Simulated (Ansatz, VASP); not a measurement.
# Cross-check of Al2O3 (Al2O3 (R-3c)) between VASP and Ansatz

Wanted: the spread between two codes on one cell, functional and k mesh. The cell is taken from a series of runs on this material, whose earlier steps may have relaxed, scaled, displaced or heated it; both programs get it as it stands.

Calculated with Ansatz 0.2.0; plane waves, with VASP 6.6.1 beside it; single point at PBE0.

## (1) Set-up

Symmetry: R-3c, No. 167, trigonal system. Conventional cell: a = 4.809 Å, b = 4.809 Å, c = 13.125 Å, α = 90.00°, β = 90.00°, γ = 120.00°. Nearest to Al lie 6 O at 1.87 to 1.99 Å. Nearest to O lie 4 Al at 1.87 to 1.99 Å. Farther neighbours and most contacts between anions are not listed.

## (2) VASP: single point, PBE0

A single point gives forces, pressure and levels at one fixed geometry, so differences don't come from the geometry; what else differs is listed under the comparison.

Lines of VASP's logs that name or quote its potential files are left out, and so is its time.

The run reads the wave functions of an earlier VASP run, which isn't shown here.

File INCAR:

```
SYSTEM = Al2O3
PREC = Accurate
ENCUT = 520
EDIFF = 1E-06
NELM = 100
ISMEAR = -1
SIGMA = 0.01
LREAL = Auto
ALGO = Normal
LHFCALC = .TRUE.
AEXX = 0.25
GGA = PE
LASPH = .TRUE.
NBANDS = 93
PRECFOCK = Fast
LORBIT = 11
LWAVE = .FALSE.
LCHARG = .FALSE.
ISIF = 2
```

File POSCAR:

```
Al2O3
1.0
    4.8085600664     -0.0000000029      0.0000000000
   -2.4042800307      4.1643351746      0.0000000000
    0.0000000000      0.0000000000     13.1248717600
Al O
12 18
Direct
    0.0000000000      0.0000000000      0.6478700000
    0.3333300000      0.6666700000      0.3145400000
    0.6666700000      0.3333300000      0.9812000000
    0.0000000000      0.0000000000      0.8521300000
    0.3333300000      0.6666700000      0.5188000000
    0.6666700000      0.3333300000      0.1854600000
    0.0000000000      0.0000000000      0.1478700000
    0.3333300000      0.6666700000      0.8145400000
    0.6666700000      0.3333300000      0.4812000000
    0.0000000000      0.0000000000      0.3521300000
    0.3333300000      0.6666700000      0.0188000000
    0.6666700000      0.3333300000      0.6854600000
    0.0273100000      0.6666700000      0.4166700000
    0.3606400000      0.3333300000      0.0833300000
    0.6939700000      0.0000000000      0.7500000000
    0.0273100000      0.3606400000      0.9166700000
    0.3606400000      0.0273100000      0.5833300000
    0.6939700000      0.6939700000      0.2500000000
    0.3060300000      0.3060300000      0.7500000000
    0.6393600000      0.9726900000      0.4166700000
    0.9726900000      0.6393600000      0.0833300000
    0.0000000000      0.6939700000      0.7500000000
    0.3333300000      0.3606400000      0.4166700000
    0.6666700000      0.0273100000      0.0833300000
    0.0000000000      0.3060300000      0.2500000000
    0.3333300000      0.9726900000      0.9166700000
    0.6666700000      0.6393600000      0.5833300000
    0.3060300000      0.0000000000      0.2500000000
    0.6393600000      0.6666700000      0.9166700000
    0.9726900000      0.3333300000      0.5833300000
```

File KPOINTS:

```
Automatic mesh
0
Gamma
2 2 1
0 0 0
```

PAW data sets: Al and O (PBE family, release 64).

Run with:

```sh
export OMP_NUM_THREADS=3
mpirun -np 1 vasp_std
```

Numbers of over 12 decimals in the logs are rounded to 6 here.

The log of the run:

```text
[banner, memory and clock lines left out]
running    1 mpi-ranks, on    1 nodes
 distrk:  each k-point on    1 cores,    1 groups
 distr:  one band on    1 cores,    1 groups
 Offloading initialized ...    1 GPUs detected
 POSCAR found type information on POSCAR AlO
 POSCAR found :  2 types and      30 ions
 LDA part: xc-table for (Slater+PW92), standard interpolation
 found WAVECAR, reading the header
 POSCAR, INCAR and KPOINTS ok, starting setup
 FFT: planning ... GRIDC
 FFT: planning ... GRID_SOFT
 FFT: planning ... GRID
 reading WAVECAR
 the WAVECAR file was read successfully
 initial charge from wavefunction
 entering main loop
       N       E                     dE             d eps       ncg     rms          rms(c)
DAV:   1    -0.284605657653E+03   -0.28461E+03   -0.63421E+00   700   0.854E+00    0.235E+01
DAV:   2    -0.284671364293E+03   -0.65707E-01   -0.21190E-01   716   0.153E+00    0.183E+01
DAV:   3    -0.284660040558E+03    0.11324E-01   -0.11957E-02   644   0.358E-01    0.119E+01
DAV:   4    -0.284656622513E+03    0.34180E-02   -0.27918E-03   668   0.168E-01    0.726E+00
DAV:   5    -0.284655474660E+03    0.11479E-02   -0.41638E-04   644   0.784E-02    0.434E+00
DAV:   6    -0.284655064202E+03    0.41046E-03   -0.14735E-04   652   0.551E-02    0.257E+00
DAV:   7    -0.284654931219E+03    0.13298E-03   -0.51828E-05   647   0.327E-02    0.150E+00
DAV:   8    -0.284654887921E+03    0.43298E-04   -0.15840E-05   655   0.168E-02    0.876E-01
DAV:   9    -0.284654874258E+03    0.13664E-04   -0.56079E-06   615   0.945E-03    0.509E-01
DAV:  10    -0.284654870276E+03    0.39813E-05   -0.19140E-06   442   0.603E-03    0.299E-01
DAV:  11    -0.284654869325E+03    0.95177E-06   -0.85147E-07   407   0.421E-03
   1 F= -.28465487E+03 E0= -.28465487E+03  d E =-.144089E-11
```

Parts of OUTCAR (step 2):

```text
ion  position               nearest neighbor table
   1  0.000  0.000  0.648-  17 1.87  27 1.87  30 1.87  15 1.99  19 1.99  22 1.99   4 2.68  12 2.82
                            12 2.82  12 2.82   5 3.25   5 3.25   5 3.25
   2  0.333  0.667  0.315-  28 1.87  25 1.87  18 1.87  13 1.99  20 1.99  23 1.99   5 2.68  10 2.82
                            10 2.82  10 2.82   6 3.25   6 3.25   6 3.25
   3  0.667  0.333  0.981-  16 1.87  26 1.87  29 1.87  24 1.99  21 1.99  14 1.99   6 2.68  11 2.82
                            11 2.82  11 2.82   4 3.25   4 3.25   4 3.25
   4  0.000  0.000  0.852-  26 1.87  29 1.87  16 1.87  15 1.99  19 1.99  22 1.99   1 2.68   8 2.82
                             8 2.82   8 2.82   3 3.25   3 3.25   3 3.25
   5  0.333  0.667  0.519-  17 1.87  30 1.87  27 1.87  13 1.99  20 1.99  23 1.99   2 2.68   9 2.82
                             9 2.82   9 2.82   1 3.25   1 3.25   1 3.25
   6  0.667  0.333  0.185-  25 1.87  28 1.87  18 1.87  24 1.99  21 1.99  14 1.99   3 2.68   7 2.82
                             7 2.82   7 2.82   2 3.25   2 3.25   2 3.25
   7  0.000  0.000  0.148-  24 1.87  14 1.87  21 1.87  28 1.99  18 1.99  25 1.99  10 2.68   6 2.82
                             6 2.82   6 2.82  11 3.25  11 3.25  11 3.25
   8  0.333  0.667  0.815-  22 1.87  15 1.87  19 1.87  26 1.99  16 1.99  29 1.99  11 2.68   4 2.82
                             4 2.82   4 2.82  12 3.25  12 3.25  12 3.25
   9  0.667  0.333  0.481-  20 1.87  13 1.87  23 1.87  30 1.99  17 1.99  27 1.99  12 2.68   5 2.82
                             5 2.82   5 2.82  10 3.25  10 3.25  10 3.25
  10  0.000  0.000  0.352-  20 1.87  23 1.87  13 1.87  28 1.99  18 1.99  25 1.99   7 2.68   2 2.82
                             2 2.82   2 2.82   9 3.25   9 3.25   9 3.25
  11  0.333  0.667  0.019-  21 1.87  24 1.87  14 1.87  26 1.99  16 1.99  29 1.99   8 2.68   3 2.82
                             3 2.82   3 2.82   7 3.25   7 3.25   7 3.25
  12  0.667  0.333  0.685-  15 1.87  22 1.87  19 1.87  30 1.99  17 1.99  27 1.99   9 2.68   1 2.82
                             1 2.82   1 2.82   8 3.25   8 3.25   8 3.25
  13  0.027  0.667  0.417-   9 1.87  10 1.87   5 1.99   2 1.99
  14  0.361  0.333  0.083-  11 1.87   7 1.87   3 1.99   6 1.99
  15  0.694  0.000  0.750-  12 1.87   8 1.87   1 1.99   4 1.99
  16  0.027  0.361  0.917-   3 1.87   4 1.87  11 1.99   8 1.99
  17  0.361  0.027  0.583-   5 1.87   1 1.87   9 1.99  12 1.99
  18  0.694  0.694  0.250-   2 1.87   6 1.87   7 1.99  10 1.99
  19  0.306  0.306  0.750-  12 1.87   8 1.87   1 1.99   4 1.99
  20  0.639  0.973  0.417-   9 1.87  10 1.87   5 1.99   2 1.99
  21  0.973  0.639  0.083-  11 1.87   7 1.87   3 1.99   6 1.99
  22  0.000  0.694  0.750-   8 1.87  12 1.87   1 1.99   4 1.99
  23  0.333  0.361  0.417-   9 1.87  10 1.87   5 1.99   2 1.99
  24  0.667  0.027  0.083-  11 1.87   7 1.87   3 1.99   6 1.99
  25  0.000  0.306  0.250-   6 1.87   2 1.87   7 1.99  10 1.99
  26  0.333  0.973  0.917-   3 1.87   4 1.87  11 1.99   8 1.99
  27  0.667  0.639  0.583-   5 1.87   1 1.87   9 1.99  12 1.99
  28  0.306  0.000  0.250-   2 1.87   6 1.87   7 1.99  10 1.99
  29  0.639  0.667  0.917-   3 1.87   4 1.87  11 1.99   8 1.99
  30  0.973  0.333  0.583-   5 1.87   1 1.87   9 1.99  12 1.99

  LATTYP: Found a hexagonal cell.
 ALAT       =     4.8085600664
 C/A-ratio  =     2.7294806717

 Subroutine GETGRP returns: Found  4 space group operations
 (whereof  2 operations were pure point group operations)

The static configuration has the point symmetry S_2 .
 The point group associated with its full space group is C_2h.

 Found      3 irreducible k-points:

   k-points           NKPTS =      3   k-points in BZ     NKDIM =      4   number of bands    NBANDS=     93

   dimension x,y,z NGX =    36 NGY =   36 NGZ =   98
   dimension x,y,z NGXF=    72 NGYF=   72 NGZF=  196

   ENCUT  =  520.0 eV  38.22 Ry    6.18 a.u.   8.94  8.94 24.40*2*pi/ulx,y,z

   NELECT =     144.0000    total number of electrons

 k-points in reciprocal lattice and weights: Automatic mesh
   0.00000000  0.00000000  0.00000000       0.250
   0.50000000  0.00000000  0.00000000       0.500
   0.50000000  0.50000000  0.00000000       0.250

  exchange ACFDT corr.  =         0.00000000  see jH, gK, PRB 81, 115126

 average (electrostatic) potential at core
       1 -67.6565       2 -67.6564       3 -67.6562       4 -67.6565       5 -67.6562
       6 -67.6564       7 -67.6565       8 -67.6564       9 -67.6562      10 -67.6565
      11 -67.6562      12 -67.6564      13 -60.7930      14 -60.7927      15 -60.7930
      16 -60.7929      17 -60.7929      18 -60.7929      19 -60.7929      20 -60.7929
      21 -60.7929      22 -60.7930      23 -60.7927      24 -60.7930      25 -60.7930
      26 -60.7930      27 -60.7927      28 -60.7930      29 -60.7927      30 -60.7930

 E-fermi :   4.3776

 k-point     1 :       0.0000    0.0000    0.0000
  band No.  band energies     occupation
    ...
     68       3.9048      2.00000
     69       3.9048      2.00000
     70       4.0635      2.00000
     71       4.0635      2.00000
     72       4.1252      2.00000
     73      12.5875      0.00000
     74      14.1942      0.00000
     75      14.1945      0.00000
     76      15.7083      0.00000
     77      15.7083      0.00000
    ...

 k-point     2 :       0.5000    0.0000    0.0000
  band No.  band energies     occupation
    ...
     68       3.6829      2.00000
     69       3.6829      2.00000
     70       3.7764      2.00000
     71       3.7764      2.00000
     72       3.8242      2.00000
     73      15.8007      0.00000
     74      15.8007      0.00000
     75      15.9943      0.00000
     76      15.9943      0.00000
     77      16.2908      0.00000
    ...

 k-point     3 :       0.5000    0.5000    0.0000
  band No.  band energies     occupation
    ...
     68       3.6828      2.00000
     69       3.6830      2.00000
     70       3.7764      2.00000
     71       3.7764      2.00000
     72       3.8242      2.00000
     73      15.8007      0.00000
     74      15.8007      0.00000
     75      15.9943      0.00000
     76      15.9944      0.00000
     77      16.2908      0.00000
    ...

  Total      -13.8350293    -13.8223805    -13.6083098      0.0109542      0.0000127     -0.0000220
  in kB      -84.3402482    -84.2631394    -82.9581350      0.0667781      0.0000775     -0.0001342
  external PRESSURE =     -83.8538409 kB  Pullay stress =       0.0000000 kB

  energy-cutoff  :      520.00
  volume of cell :      262.82
      direct lattice vectors                 reciprocal lattice vectors
     4.808560066 -0.000000003  0.000000000     0.207962464  0.120067184 -0.000000000
    -2.404280031  4.164335175  0.000000000     0.000000000  0.240134369 -0.000000000
     0.000000000  0.000000000 13.124871760    -0.000000000 -0.000000000  0.076191221

 POSITION                                       TOTAL-FORCE (eV/Angst)
 -----------------------------------------------------------------------------------
      0.00000      0.00000      8.50321         0.000071     -0.000075      0.013979
     -0.00002      2.77624      4.12830         0.000567     -0.000321      0.008422
      2.40430      1.38810     12.87812        -0.000636      0.000413      0.014951
      0.00000      0.00000     11.18410        -0.000100      0.000024     -0.013979
     -0.00002      2.77624      6.80918         0.000675     -0.000344     -0.014951
      2.40430      1.38810      2.43414        -0.000562      0.000331     -0.008422
      0.00000      0.00000      1.94077         0.000100     -0.000024      0.013979
     -0.00002      2.77624     10.69073         0.000562     -0.000331      0.008422
      2.40430      1.38810      6.31569        -0.000675      0.000344      0.014951
      0.00000      0.00000      4.62166        -0.000071      0.000075     -0.013979
     -0.00002      2.77624      0.24675         0.000636     -0.000413     -0.014951
      2.40430      1.38810      8.99657        -0.000567      0.000321     -0.008422
     -1.47154      2.77624      5.46874         0.011887     -0.000079      0.002871
      0.93274      1.38810      1.09370         0.011786      0.000105     -0.002908
      3.33700     -0.00000      9.84365         0.016586      0.000014      0.000021
     -0.73576      1.50183     12.03118         0.005820      0.010273      0.002853
      1.66850      0.11373      7.65613         0.005986      0.010176     -0.002853
      1.66850      2.88992      3.28122         0.008299      0.014374      0.000000
      0.73578      1.27441      9.84365        -0.008299     -0.014374      0.000000
      0.73578      4.05061      5.46874        -0.005986     -0.010176      0.002853
      3.14004      2.66251      1.09370        -0.005820     -0.010273     -0.002853
     -1.66850      2.88992      9.84365        -0.008281      0.014371     -0.000021
      0.73576      1.50183      5.46874        -0.005802      0.010259      0.002908
      3.14006      0.11373      1.09370        -0.006012      0.010255     -0.002871
     -0.73578      1.27441      3.28122         0.008281     -0.014371      0.000021
     -0.73578      4.05061     12.03118         0.006012     -0.010255      0.002871
      1.66852      2.66251      7.65613         0.005802     -0.010259     -0.002908
      1.47156     -0.00000      3.28122        -0.016586     -0.000014     -0.000021
      1.47154      2.77624     12.03118        -0.011786     -0.000105      0.002908
      3.87582      1.38810      7.65613        -0.011887      0.000079     -0.002871
 -----------------------------------------------------------------------------------
    total drift:                               -0.000006      0.000008     -0.000007

  FREE ENERGIE OF THE ION-ELECTRON SYSTEM (eV)
  ---------------------------------------------------
  free  energy   TOTEN  =      -284.6548693245 eV

  energy  without entropy=     -284.6548693245  energy(sigma->0) =     -284.65486932

 total charge
# of ion       s       p       d       tot
------------------------------------------
    1        0.343   0.393   0.000   0.736
    2        0.343   0.393   0.000   0.736
    3        0.343   0.393   0.000   0.736
    4        0.343   0.393   0.000   0.736
    5        0.343   0.393   0.000   0.736
    6        0.343   0.393   0.000   0.736
    7        0.343   0.393   0.000   0.736
    8        0.343   0.393   0.000   0.736
    9        0.343   0.393   0.000   0.736
   10        0.343   0.393   0.000   0.736
   11        0.343   0.393   0.000   0.736
   12        0.343   0.393   0.000   0.736
   13        1.551   3.650   0.000   5.201
   14        1.551   3.650   0.000   5.201
   15        1.551   3.650   0.000   5.201
   16        1.551   3.650   0.000   5.201
   17        1.551   3.650   0.000   5.201
   18        1.551   3.650   0.000   5.201
   19        1.551   3.650   0.000   5.201
   20        1.551   3.650   0.000   5.201
   21        1.551   3.650   0.000   5.201
   22        1.551   3.650   0.000   5.201
   23        1.551   3.650   0.000   5.201
   24        1.551   3.650   0.000   5.201
   25        1.551   3.650   0.000   5.201
   26        1.551   3.650   0.000   5.201
   27        1.551   3.650   0.000   5.201
   28        1.551   3.650   0.000   5.201
   29        1.551   3.650   0.000   5.201
   30        1.551   3.650   0.000   5.201
--------------------------------------------------
tot         32.034  70.416   0.000 102.450
```

The run ends at a pressure of -8.39 GPa, with forces up to 0.017 eV/Å.

(Part 1 of 2 ends here.)

[Lines on the potential files, build, host, timing and source positions are cut from VASP's logs without a mark.]

[Logs are printed without paths, hosts, clocks, repeated set-up lines and the standing remarks that a program may print on its own settings, such as how far it seeks lower states.]

[Hosts, paths, dates, database ids (printed as entryN), source tags and the programs' standing remarks are cut or masked in the printed files.]
